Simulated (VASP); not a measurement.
These are r2SCAN meta-GGA, VASP's PBE PAW potentials (set 64) (plane waves; VASP) values and carry that method's errors.

Input for VASP

File KPOINTS:
```
Automatic mesh
0
Gamma
10 10 1
0 0 0
```

File POSCAR:
```
HfO2
1
    3.2195559293    -0.0000000000    -0.0000000000
   -1.6097779647     2.7882174357     0.0000000000
    0.0000000000     0.0000000000    15.8678829460
Hf O
1 2
Direct
  0.0000000000   1.0000000000   0.5000000000
  0.3333330000   0.6666670000   0.5601086820
  0.6666670000   0.3333330000   0.4398913180
```

**INCAR**
```
ALGO = Normal
CSHIFT = 0.1
EDIFF = 1E-7
ENCUT = 520
ISMEAR = 0
LASPH = T
LCHARG = F
LMAXMIX = 6
LMIXTAU = T
LOPTICS = T
LPEAD = T
LREAL = F
LWAVE = F
METAGGA = R2SCAN
NBANDS = 45
NEDOS = 1001
NELM = 100
PREC = Accurate
SIGMA = 0.01
SYSTEM = HfO2
```

POTCAR, in this order: Hf_pv O (PBE.64 set). Program: vasp_std.

Output of the run:

OSZICAR:
```
       N       E                     dE             d eps       ncg     rms          rms(c)
DAV:   1     0.808866837035E+02    0.80887E+02   -0.93473E+03  1300   0.395E+02
DAV:   2    -0.725248861805E+02   -0.15341E+03   -0.14725E+03  1545   0.143E+02
DAV:   3    -0.798967241638E+02   -0.73718E+01   -0.73035E+01  1622   0.259E+01
DAV:   4    -0.799706080894E+02   -0.73884E-01   -0.73869E-01  1440   0.289E+00
DAV:   5    -0.799717374673E+02   -0.11294E-02   -0.11294E-02  1490   0.310E-01    0.633E+01
DAV:   6    -0.723682352015E+02    0.76035E+01   -0.97917E+00  1346   0.111E+01    0.493E+01
DAV:   7    -0.688003833253E+02    0.35679E+01   -0.21013E+00  1482   0.535E+00    0.711E+00
DAV:   8    -0.708761319348E+02   -0.20757E+01   -0.14632E+00  1331   0.432E+00    0.480E+00
DAV:   9    -0.672330569588E+02    0.36431E+01   -0.96335E-01  1480   0.337E+00    0.442E+00
DAV:  10    -0.685333406699E+02   -0.13003E+01   -0.73013E-01  1321   0.305E+00    0.201E+00
DAV:  11    -0.682177284513E+02    0.31561E+00   -0.42993E-02  1385   0.948E-01    0.151E+00
DAV:  12    -0.681276187228E+02    0.90110E-01   -0.10486E-02  1513   0.389E-01    0.150E-01
DAV:  13    -0.679735376054E+02    0.15408E+00   -0.43279E-02  1323   0.901E-01    0.832E-01
DAV:  14    -0.679733415675E+02    0.19604E-03   -0.47194E-04  1423   0.841E-02    0.865E-01
DAV:  15    -0.679711735208E+02    0.21680E-02   -0.59928E-05  1410   0.339E-02    0.881E-01
DAV:  16    -0.679732564243E+02   -0.20829E-02   -0.38958E-05  1373   0.289E-02    0.790E-01
DAV:  17    -0.679733121354E+02   -0.55711E-04   -0.27274E-04  1265   0.777E-02    0.696E-01
DAV:  18    -0.679491045024E+02    0.24208E-01   -0.11659E-02  1265   0.506E-01    0.183E+00
DAV:  19    -0.679179952532E+02    0.31109E-01   -0.17631E-02  1270   0.608E-01    0.220E+00
DAV:  20    -0.678977761798E+02    0.20219E-01   -0.78619E-03  1348   0.388E-01    0.288E+00
DAV:  21    -0.678976992494E+02    0.76930E-04   -0.85200E-04  1408   0.137E-01    0.308E+00
DAV:  22    -0.678990289407E+02   -0.13297E-02   -0.82541E-04  1270   0.137E-01    0.333E+00
DAV:  23    -0.679199569390E+02   -0.20928E-01   -0.46218E-03  1328   0.290E-01    0.352E+00
DAV:  24    -0.679248468032E+02   -0.48899E-02   -0.99291E-04  1366   0.153E-01    0.354E+00
DAV:  25    -0.679152137047E+02    0.96331E-02   -0.58728E-04  1285   0.110E-01    0.351E+00
DAV:  26    -0.679049358363E+02    0.10278E-01   -0.43191E-03  1270   0.306E-01    0.290E+00
DAV:  27    -0.678907744893E+02    0.14161E-01   -0.69361E-03  1288   0.336E-01    0.192E+00
DAV:  28    -0.678864548572E+02    0.43196E-02   -0.18007E-03  1371   0.171E-01    0.141E+00
DAV:  29    -0.678909668746E+02   -0.45120E-02   -0.17802E-03  1371   0.168E-01    0.567E-01
DAV:  30    -0.678855571785E+02    0.54097E-02   -0.78455E-04  1360   0.111E-01    0.277E-01
DAV:  31    -0.678863431100E+02   -0.78593E-03   -0.31792E-04  1339   0.804E-02    0.946E-02
DAV:  32    -0.678961951547E+02   -0.98520E-02   -0.19552E-03  1378   0.170E-01    0.126E-01
DAV:  33    -0.678964442516E+02   -0.24910E-03   -0.11905E-04  1464   0.453E-02    0.264E-02
DAV:  34    -0.678973398340E+02   -0.89558E-03   -0.19224E-04  1283   0.558E-02    0.667E-02
DAV:  35    -0.678973978603E+02   -0.58026E-04   -0.13216E-04  1430   0.502E-02    0.303E-02
DAV:  36    -0.678973084825E+02    0.89378E-04   -0.36236E-04  1281   0.750E-02    0.208E-02
DAV:  37    -0.678966793197E+02    0.62916E-03   -0.22743E-04  1275   0.627E-02    0.209E-02
DAV:  38    -0.678966479220E+02    0.31398E-04   -0.14610E-05  1449   0.180E-02    0.215E-02
DAV:  39    -0.678968272488E+02   -0.17933E-03   -0.79987E-05  1265   0.404E-02    0.158E-02
DAV:  40    -0.678969226814E+02   -0.95433E-04   -0.41541E-05  1286   0.307E-02    0.802E-03
DAV:  41    -0.678968637115E+02    0.58970E-04   -0.36668E-05  1260   0.277E-02    0.718E-03
DAV:  42    -0.678971297225E+02   -0.26601E-03   -0.18924E-04  1260   0.612E-02    0.890E-03
DAV:  43    -0.678971447101E+02   -0.14988E-04   -0.11832E-06  1500   0.542E-03    0.884E-03
DAV:  44    -0.678971378191E+02    0.68910E-05   -0.89191E-08  1294   0.141E-03    0.863E-03
DAV:  45    -0.678971543852E+02   -0.16566E-04   -0.66210E-07  1280   0.377E-03    0.865E-03
DAV:  46    -0.678972269135E+02   -0.72528E-04   -0.25811E-06  1275   0.751E-03    0.773E-03
DAV:  47    -0.678973264694E+02   -0.99556E-04   -0.43676E-05  1260   0.301E-02    0.571E-03
DAV:  48    -0.678974331006E+02   -0.10663E-03   -0.16506E-05  1260   0.188E-02    0.503E-03
DAV:  49    -0.678974515686E+02   -0.18468E-04   -0.78430E-06  1280   0.128E-02    0.328E-03
DAV:  50    -0.678975777701E+02   -0.12620E-03   -0.78912E-05  1260   0.383E-02    0.189E-03
DAV:  51    -0.678976447298E+02   -0.66960E-04   -0.12853E-05  1281   0.157E-02    0.202E-03
DAV:  52    -0.678976458011E+02   -0.10713E-05   -0.96606E-07  1336   0.427E-03    0.220E-03
DAV:  53    -0.678976553998E+02   -0.95987E-05   -0.13461E-06  1273   0.532E-03    0.199E-03
DAV:  54    -0.678976606493E+02   -0.52495E-05   -0.10190E-06  1260   0.463E-03    0.172E-03
DAV:  55    -0.678976650666E+02   -0.44173E-05   -0.82506E-07  1286   0.398E-03    0.151E-03
DAV:  56    -0.678976654982E+02   -0.43164E-06   -0.38997E-07  1373   0.294E-03    0.118E-03
DAV:  57    -0.678976658304E+02   -0.33220E-06   -0.12395E-07  1295   0.175E-03    0.871E-04
DAV:  58    -0.678976662796E+02   -0.44921E-06   -0.10656E-07  1222   0.146E-03    0.546E-04
DAV:  59    -0.678976665909E+02   -0.31126E-06   -0.84434E-08  1211   0.135E-03    0.369E-04
DAV:  60    -0.678976666238E+02   -0.32861E-07   -0.20356E-08  1158   0.637E-04
   1 F= -.67897667E+02 E0= -.67897667E+02  d E =-.207396E-31
 imaginary and real dielectric function
```

### OUTCAR
```
------------------------ aborting loop because EDIFF is reached ----------------------------------------
  FORCE on cell =-STRESS in cart. coord.  units (eV):
  Direction    XX          YY          ZZ          XY          YZ          ZX
  --------------------------------------------------------------------------------------
  Total       -0.0458711     -0.0458711     -0.0465503      0.0000000      0.0000000     -0.0000000
  in kB       -0.5159510     -0.5159511     -0.5235904      0.0000000      0.0000000     -0.0000000
  external PRESSURE =      -0.5184975 kB  Pullay stress =       0.0000000 kB
  volume of cell :      142.44
      direct lattice vectors                 reciprocal lattice vectors
     3.219555929  0.000000000  0.000000000     0.310601841  0.179326043  0.000000000
    -1.609777965  2.788217436  0.000000000     0.000000000  0.358652086  0.000000000
     0.000000000  0.000000000 15.867882946     0.000000000  0.000000000  0.063020379
 POSITION                                       TOTAL-FORCE (eV/Angst)
 -----------------------------------------------------------------------------------
      0.00000      0.00000      7.93394        -0.000000      0.000000      0.000000
     -0.00000      1.85881      8.88774         0.000000     -0.000000      0.000427
      1.60978      0.92940      6.98014        -0.000000      0.000000     -0.000427
 -----------------------------------------------------------------------------------
    total drift:                                0.000000     -0.000000      0.000000
  FREE ENERGIE OF THE ION-ELECTRON SYSTEM (eV)
  ---------------------------------------------------
  free  energy   TOTEN  =       -67.8976666238 eV

  energy  without entropy=      -67.8976666238  energy(sigma->0) =      -67.89766662

 plasma frequency squared (from intraband transitions) (eV^2)
  --------------------------------------------------------------------------------------
       0.000       0.000       0.000
       0.000       0.000       0.000
       0.000       0.000       0.000

 plasma frequency squared (from interband transitions, int dw w eps(2)(w)) (eV^2)
  --------------------------------------------------------------------------------------
     174.351       0.000      -0.000      -0.000      -0.000       0.000
      -0.000       0.000     174.351       0.000       0.000      -0.000
      -0.000      -0.000       0.000       0.000     168.937       0.000
```
(Selected blocks of OUTCAR.)

The cell holds a wide vacuum, so values per volume refer to the whole cell.

The cell is a sheet with vacuum, built from a generated structure.
